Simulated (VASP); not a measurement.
# LiYHg (P4/mmm) in VASP: notebook

One crystal, LiYHg, is run at these levels: PBE; tasks: relaxation of cell and atoms.

Everything below comes from runs of VASP 6.6.1. Logs are shortened: lines on timing, memory, paths and dates and some standing lists are left out, and cuts for length are marked.

**1. The structure**

It takes space group P4/mmm (No. 123, tetragonal). The conventional cell has a = 4.218 Å, b = 4.218 Å, c = 5.251 Å, α = 90.00°, β = 90.00°, γ = 90.00°. Around Li (site symmetry 4/mmm) lie 2 Hg at 2.63 Å. Y (site symmetry 4/mmm) has 4 Hg at 2.98 Å as nearest neighbours. Hg (site symmetry 4/mmm) is surrounded by 2 Li at 2.63 Å and 4 Y at 2.98 Å.

The cell was built by a generator and needn't be a form met in nature.

**2. Relaxation of cell and atoms, PBE**

INCAR reads:

```
  PREC = Accurate
  ENCUT = 600
  EDIFF = 1E-6
  ISMEAR = -1
  SIGMA = 0.05
  LREAL = False
  LASPH = True
  NELM = 100
  ALGO = Fast
  ISIF = 3
  LWAVE = False
  LCHARG = False
  GGA = PE
  IBRION = 2
  NSW = 60
  EDIFFG = -0.005
```

KPOINTS reads:

```
Automatic mesh
0
Gamma
  6 6 5
```

POSCAR reads:

```
LiYHg
1.0
    4.2179400000      0.0000000000      0.0000000000
    0.0000000000      4.2179400000      0.0000000000
    0.0000000000      0.0000000000      5.2510900000
Li Y Hg
1 1 1
Direct
    0.5000000000      0.5000000000      0.5000000000
    0.0000000000      0.0000000000      0.0000000000
    0.5000000000      0.5000000000      0.0000000000
```

Potentials or basis: VASP PAW PBE potentials, release 64 (Li_sv, Y_sv, Hg).

Command:

```bash
$ cat potpaw_PBE.64/Li_sv/POTCAR potpaw_PBE.64/Y_sv/POTCAR potpaw_PBE.64/Hg/POTCAR > POTCAR
$ mpirun -np 1 vasp_std > vasp.out
```

OUTCAR:

```text
PREC = Accurate
   ENCUT = 600
   EDIFF = 1E-6
   ISMEAR = -1
   LREAL = False
   LASPH = True
   NELM = 100
   ISIF = 3
   GGA = PE
   IBRION = 2
   NSW = 60
   EDIFFG = -0.005

 ion  position               nearest neighbor table
   1  0.500  0.500  0.500-   3 2.63   3 2.63
   2  0.000  0.000  0.000-   3 2.98   3 2.98   3 2.98   3 2.98
   3  0.500  0.500  0.000-   1 2.63   1 2.63   2 2.98   2 2.98   2 2.98   2 2.98

  LATTYP: Found a simple tetragonal cell.
 ALAT       =     4.2179400000
 C/A-ratio  =     1.2449418436

  Lattice vectors:

 A1 = (   4.2179400000,   0.0000000000,   0.0000000000)
 A2 = (   0.0000000000,   4.2179400000,   0.0000000000)
 A3 = (   0.0000000000,   0.0000000000,   5.2510900000)

Analysis of symmetry for initial positions (statically):
=====================================================================
 Subroutine PRICEL returns:
 Original cell was already a primitive cell.

 Routine SETGRP: Setting up the symmetry group for a
 simple tetragonal supercell.

 Subroutine GETGRP returns: Found 16 space group operations
 (whereof 16 operations were pure point group operations)
 out of a pool of 16 trial point group operations.

The static configuration has the point symmetry D_4h.

Analysis of symmetry for dynamics (positions and initial velocities):
=====================================================================
 Subroutine PRICEL returns:
 Original cell was already a primitive cell.

 Routine SETGRP: Setting up the symmetry group for a
 simple tetragonal supercell.

 Subroutine GETGRP returns: Found 16 space group operations
 (whereof 16 operations were pure point group operations)
 out of a pool of 16 trial point group operations.

The dynamic configuration has the point symmetry D_4h.

 Subroutine INISYM returns: Found 16 space group operations
 (whereof 16 operations are pure point group operations),
 and found     1 'primitive' translations

----------------------------------------------------------------------------------------

                                     Primitive cell

  volume of cell :      93.4222

  direct lattice vectors                    reciprocal lattice vectors
     4.217940000  0.000000000  0.000000000     0.237082557  0.000000000  0.000000000
     0.000000000  4.217940000  0.000000000     0.000000000  0.237082557  0.000000000
     0.000000000  0.000000000  5.251090000     0.000000000  0.000000000  0.190436652

  length of vectors
     4.217940000  4.217940000  5.251090000     0.237082557  0.237082557  0.190436652

  position of ions in fractional coordinates (direct lattice)
     0.500000000  0.500000000  0.500000000
     0.000000000  0.000000000  0.000000000
     0.500000000  0.500000000  0.000000000

  ion indices of the primitive-cell ions
   primitive index   ion index
                 1           1
                 2           2
                 3           3

----------------------------------------------------------------------------------------

 KPOINTS: Automatic mesh

Automatic generation of k-mesh.
 Grid dimensions read from file:
 generate k-points for:    6    6    5

 Generating k-lattice:

  Cartesian coordinates                     Fractional coordinates (reciprocal lattice)
     0.039513759  0.000000000  0.000000000     0.166666667  0.000000000  0.000000000
     0.000000000  0.039513759  0.000000000     0.000000000  0.166666667  0.000000000
     0.000000000  0.000000000  0.038087330     0.000000000  0.000000000  0.200000000

  Length of vectors
     0.039513759  0.039513759  0.038087330

  Shift w.r.t. Gamma in fractional coordinates (k-lattice)
     0.000000000  0.000000000  0.000000000

 Subroutine IBZKPT returns following result:
 ===========================================

 Found     30 irreducible k-points:

 Following reciprocal coordinates:
            Coordinates               Weight
  0.000000  0.000000  0.000000      1.000000
  0.166667  0.000000  0.000000      4.000000
  0.333333  0.000000  0.000000      4.000000
  0.500000  0.000000  0.000000      2.000000
  0.166667  0.166667  0.000000      4.000000
  0.333333  0.166667  0.000000      8.000000
[... 16 lines left out ...]
  0.333333  0.000000  0.400000      8.000000
  0.500000  0.000000  0.400000      4.000000
 [... further k-points ...]
   k-points           NKPTS =     30   k-points in BZ     NKDIM =     30   number of bands    NBANDS=     17
   number of dos      NEDOS =    301   number of ions     NIONS =      3
   total plane-waves  NPLWV =  54432
   dimension x,y,z NGX =    36 NGY =   36 NGZ =   42
   dimension x,y,z NGXF=    72 NGYF=   72 NGZF=   84
   ions per type =               1   1   1
   NGX,Y,Z   is equivalent  to a cutoff of  14.19, 14.19, 13.30 a.u.
   NGXF,Y,Z  is equivalent  to a cutoff of  28.38, 28.38, 26.59 a.u.
 SYSTEM =  unknown system
   PREC   = accura    normal or accurate (medium, high low for compatibility)
   ISTART =      0    job   : 0-new  1-cont  2-samecut
   ICHARG =      2    charge: 1-file 2-atom 10-const
   ISPIN  =      1    spin polarized calculation?
   LNONCOLLINEAR =      F non collinear calculations
   LSORBIT =      F    spin-orbit coupling
   LASPH  =      T    aspherical Exc in radial PAW
   ENCUT  =  600.0 eV  44.10 Ry    6.64 a.u.   8.42  8.42 10.49*2*pi/ulx,y,z
   NELM   =    100;   NELMIN=  2; NELMDL= -5     # of ELM steps
   EDIFF  = 0.1E-05   stopping-criterion for ELM
   LREAL  =      F    real-space projection
   EDIFFG = -.5E-02   stopping-criterion for IOM
   NSW    =     60    number of steps for IOM
   IBRION =      2    ionic relax: 0-MD 1-quasi-New 2-CG
   NFREE  =      1    steps in history (QN), initial steepest desc. (CG)
   ISIF   =      3    stress and relaxation
   ISYM   =      2    0-nonsym 1-usesym 2-fastsym
   POTIM  = 0.5000    time-step for ionic-motion
   TEBEG  =    0.0;   TEEND  =   0.0 temperature during run
   PSTRESS=    0.0 pullay stress
   NELECT =      26.0000    total number of electrons
   NUPDOWN=      -1.0000    fix difference up-down
   EMIN   =  10.00;   EMAX   =-10.00  energy-range for DOS
   EFERMI =   0.00;   METHOD = LEGACY
   ISMEAR =    -1;   SIGMA  =   0.05  broadening in eV -4-tet -1-fermi 0-gaus
   EFERMI_NEDOS =   21; number of points for ismear=-14 and -15
   IALGO  =     68    algorithm
   IMIX   =      4    mixing-type and parameters
     AMIX     =   0.40;   BMIX     =  1.00
     AMIX_MAG =   1.60;   BMIX_MAG =  1.00
  volume/ion in A,a.u.               =      31.14       210.15
  Fermi-wavevector in a.u.,A,eV,Ry     =   1.068848  2.019829 15.543780  1.142436
  Thomas-Fermi vector in A             =   2.204509
   LORBIT       =      0    0 simple, 1 ext, 2 COOP (PROOUT), +10 PAW based schemes
   GGA     = PE    functional components
   LHFCALC =     F    Hartree Fock is set to
   AEXX    =    0.0000 exact exchange contribution
   IVDW    =     0    specifies the selected vdW correction
   LEPSILON=     F    determine dielectric tensor
   LRPA    =     F    only Hartree local field effects (RPA)
 conjugate gradient relaxation of ions
 non-spin polarized calculation
 RMM-DIIS sequential band-by-band and
  energy-cutoff  :      600.00
  volume of cell :       93.42
 maximum number of plane-waves:      3147
 NGX is ok and might be reduce to    36
   NGX = 17   NGY = 17   NGZ = 21

--------------------------------------- Ionic step        1  -------------------------------------------

 number of electron      26.0000005 magnetization

 Free energy of the ion-electron system (eV)
  ---------------------------------------------------
  ext. energy  EPLUGINS =         0.00000000
  ---------------------------------------------------
  free energy    TOTEN  =        -8.54450036 eV

  energy without entropy =       -8.51876779  energy(sigma->0) =       -8.53163408

------------------------ aborting loop because EDIFF is reached ----------------------------------------

  FORCE on cell =-STRESS in cart. coord.  units (eV):
  Direction    XX          YY          ZZ          XY          YZ          ZX
  --------------------------------------------------------------------------------------
  -------------------------------------------------------------------------------------
  Total       -0.1868172     -0.1868172      0.0784082      0.0000000     -0.0000000     -0.0000000
  in kB       -3.2038862     -3.2038862      1.3446888      0.0000000     -0.0000000     -0.0000000
  external PRESSURE =      -1.6876945 kB  Pullay stress =       0.0000000 kB
[... 207 lines left out ...]
  energy  without entropy=       -8.5195730386  energy(sigma->0) =       -8.53235263

--------------------------------------- Ionic step        7  -------------------------------------------

 number of electron      26.0000008 magnetization

 Free energy of the ion-electron system (eV)
  ---------------------------------------------------
  ext. energy  EPLUGINS =         0.00000000
  ---------------------------------------------------
  free energy    TOTEN  =        -8.54514050 eV

  energy without entropy =       -8.51958456  energy(sigma->0) =       -8.53236253

 E-fermi :   1.6478     XC(G=0):  -8.2862

 val. band max:        1.6424207153   @ k =   0.5000   0.0000   0.2000
 cond. band min:       1.6495498688   @ k =   0.5000   0.1667   0.2000
 fundamental gap:      0.0071291535
 Fermi energy:         1.6477948565

 k-point     1 :       0.0000    0.0000    0.0000
  band No.  band energies     occupation
      1     -44.9701      2.00000
      2     -42.1361      2.00000
      3     -22.1738      2.00000
      4     -22.0236      2.00000
      5     -22.0236      2.00000
      6      -6.3790      2.00000
[... 9 lines left out ...]
     16       3.8439      0.00000
     17       4.4894      0.00000
[... 443 lines left out ...]
      1     -44.9698      2.00000
      2     -42.1328      2.00000
      3     -22.1723      2.00000
      4     -22.1047      2.00000
      5     -22.0346      2.00000
      6      -6.0586      2.00000
[... 9 lines left out ...]
     16       3.5652      0.00000
     17       3.7115      0.00000

 [... further k-points ...]
[... 5 lines left out ...]
  --------------------------------------------------------------------------------------
  -------------------------------------------------------------------------------------
  Total        0.0043808      0.0043808     -0.0070350      0.0000000      0.0000000     -0.0000000
  in kB        0.0752775      0.0752775     -0.1208874      0.0000000      0.0000000     -0.0000000
  external PRESSURE =       0.0098892 kB  Pullay stress =       0.0000000 kB
[... 18 lines left out ...]
  FREE ENERGIE OF THE ION-ELECTRON SYSTEM (eV)
  ---------------------------------------------------
  free  energy   TOTEN  =        -8.5451404977 eV

  energy  without entropy=       -8.5195845585  energy(sigma->0) =       -8.53236253

 reached required accuracy - stopping structural energy minimisation
```

Wall time 5 min (1 thread of AMD EPYC 9R45 (Zen 5), shared host); peak memory 0.26 GiB.

Results:

```
Free energy                            : -8.5451 eV
Relaxed volume                         : 31.08 Å³/atom
Relaxed cell                           : a = 4.207 Å, b = 4.207 Å, c = 5.269 Å, α = 90.00°, β = 90.00°, γ = 90.00°
Space group after relaxing (to 0.05 Å) : P4/mmm (No. 123)
Energy gained by relaxing              : 0.2 meV/atom
Ionic steps                            : 7
Pressure after relaxing                : 0.0 GPa
Band gap on the k mesh                 : none (metal or under the smearing width)
```

Step by step:
```
step  energy change (eV)  largest force (eV/Å)  pressure (GPa)  volume (Å³)
   1              0.0000                0.0000           -0.17        93.42
   2             -0.0006                0.0000            0.09        92.98
   3             -0.0006                0.0000            0.04        93.02
   4             -0.0006                0.0000            0.05        93.01
   5             -0.0006                0.0000            0.04        93.12
   6             -0.0006                0.0000           -0.01        93.30
   7             -0.0006                0.0000            0.00        93.24
```

Final structure:
```
CELL_PARAMETERS angstrom
4.20661 0.00000 0.00000
0.00000 4.20661 0.00000
0.00000 0.00000 5.26904
ATOMIC_POSITIONS crystal
Li 0.50000 0.50000 0.50000
Y 0.00000 0.00000 0.00000
Hg 0.50000 0.50000 0.00000
```

Levels at points of the mesh, in eV from the Fermi level:
```
           k point  band 9  band 10  band 11  band 12  band 13  band 14  band 15  band 16  band 17
(0.00, 0.00, 0.00)   -7.50    -7.50    -6.56    -0.50    -0.11     0.87     2.20     2.20     2.84
(0.50, 0.00, 0.00)   -7.55    -7.47    -4.95    -2.79    -0.62    -0.04     0.15     2.11     2.80
(0.50, 0.50, 0.00)   -7.60    -7.45    -5.15    -0.62    -0.62     0.49     1.34     1.34     1.80
```

Caveat: the cutoff is under 1.25 times the usual one of these potentials, so pressure, stress and relaxed cells hold a basis-set (Pulay) error. The run has no spin-orbit coupling, so splittings on Hg are missing.

**3. Relaxation of cell and atoms, PBE**

INCAR is that of step 2.

KPOINTS is that of step 2.

POSCAR is that of step 2.

Potentials or basis: VASP PAW PBE potentials, release 64 (Li, Y_sv, Hg).

Command:

```bash
$ cat potpaw_PBE.64/Li/POTCAR potpaw_PBE.64/Y_sv/POTCAR potpaw_PBE.64/Hg/POTCAR > POTCAR
$ mpirun -np 1 vasp_std > vasp.out
```

Run time: 5.3 min. Hardware: 1 thread of AMD EPYC 9R45 (Zen 5), shared host; peak memory 0.26 GiB.

The run converged. Its results:

- Free energy: -8.5381 eV
- Energy gained by relaxing: 7.4 meV/atom
- Ionic steps: 9
- Pressure after relaxing: 0.0 GPa
- Band gap on the k mesh: none (metal or under the smearing width)

The path:
```tsv
step	energy change (eV)	largest force (eV/Å)	pressure (GPa)	volume (Å³)
1	0.0000	0.0000	0.05	93.42
2	-0.0221	0.0000	-0.05	93.56
3	-0.0221	0.0000	-0.05	93.56
4	-0.0221	0.0000	-0.06	93.56
5	-0.0219	0.0000	-0.08	93.49
6	-0.0221	0.0000	-0.07	93.55
7	-0.0221	0.0000	-0.07	93.55
8	-0.0221	0.0000	0.01	93.39
9	-0.0221	0.0000	0.01	93.42
```

Final structure:
```yaml
crystal:
  lattice:
    - [4.20756, 0.00000, 0.00000]
    - [0.00000, 4.20756, 0.00000]
    - [0.00000, 0.00000, 5.27671]
  atoms:
    - { symbol: Li, position: [0.50000, 0.50000, 0.50000] }
    - { symbol: Y, position: [0.00000, 0.00000, 0.00000] }
    - { symbol: Hg, position: [0.50000, 0.50000, 0.00000] }
```

Levels at points of the mesh, in eV from the Fermi level:
```tsv
k point	band 8	band 9	band 10	band 11	band 12	band 13	band 14	band 15	band 16
(0.00, 0.00, 0.00)	-7.49	-7.49	-6.56	-0.50	-0.12	0.87	2.19	2.19	2.84
(0.50, 0.00, 0.00)	-7.55	-7.47	-4.95	-2.78	-0.62	-0.04	0.15	2.11	2.79
(0.50, 0.50, 0.00)	-7.60	-7.45	-5.15	-0.61	-0.61	0.49	1.34	1.34	1.80
```

Spin-orbit coupling is left out, which matters for the levels of Hg.

**4. Relaxation of cell and atoms, PBE**

INCAR is that of step 3.

KPOINTS is that of step 3.

POSCAR is that of step 3.

Potentials or basis: VASP PAW PBE potentials, release 64 (Li_sv, Y_sv, Hg).

Command:

```bash
$ cat potpaw_PBE.64/Li_sv/POTCAR potpaw_PBE.64/Y_sv/POTCAR potpaw_PBE.64/Hg/POTCAR > POTCAR
$ mpirun -np 1 vasp_std > vasp.out
```

It took 5.1 min on 1 thread of AMD EPYC 9R45 (Zen 5), shared host; peak memory 0.26 GiB.

Results (log left out):

* Free energy: -8.5451 eV
* Relaxed volume: 31.08 Å³/atom
* Relaxed cell: a = 4.207 Å, b = 4.207 Å, c = 5.269 Å, α = 90.00°, β = 90.00°, γ = 90.00°
* Space group after relaxing (to 0.05 Å): P4/mmm (No. 123)
* Energy gained by relaxing: 0.2 meV/atom
* Ionic steps: 7
* Pressure after relaxing: 0.0 GPa
* Band gap on the k mesh: none (metal or under the smearing width)

Step by step:
```csv
step,energy change (eV),largest force (eV/Å),pressure (GPa),volume (Å³)
1,0.0000,0.0000,-0.17,93.42
2,-0.0006,0.0000,0.09,92.98
3,-0.0006,0.0000,0.04,93.02
4,-0.0006,0.0000,0.05,93.01
5,-0.0006,0.0000,0.04,93.12
6,-0.0006,0.0000,-0.01,93.30
7,-0.0006,0.0000,0.00,93.24
```

Final structure:
```
CELL_PARAMETERS angstrom
4.20661 0.00000 0.00000
0.00000 4.20661 0.00000
0.00000 0.00000 5.26904
ATOMIC_POSITIONS crystal
Li 0.50000 0.50000 0.50000
Y 0.00000 0.00000 0.00000
Hg 0.50000 0.50000 0.00000
```

Levels at points of the mesh, in eV from the Fermi level:
```csv
k point,band 10,band 11,band 12,band 13,band 14,band 15,band 16,band 17
"(0.00, 0.00, 0.00)",-7.50,-6.56,-0.50,-0.11,0.87,2.20,2.20,2.84
"(0.50, 0.00, 0.00)",-7.47,-4.95,-2.79,-0.62,-0.04,0.15,2.11,2.80
"(0.50, 0.50, 0.00)",-7.45,-5.15,-0.62,-0.62,0.49,1.34,1.34,1.80
```

Caveat: the cutoff is under 1.25 times the usual one of these potentials, so pressure, stress and relaxed cells hold a basis-set (Pulay) error. The run has no spin-orbit coupling, so splittings on Hg are missing.
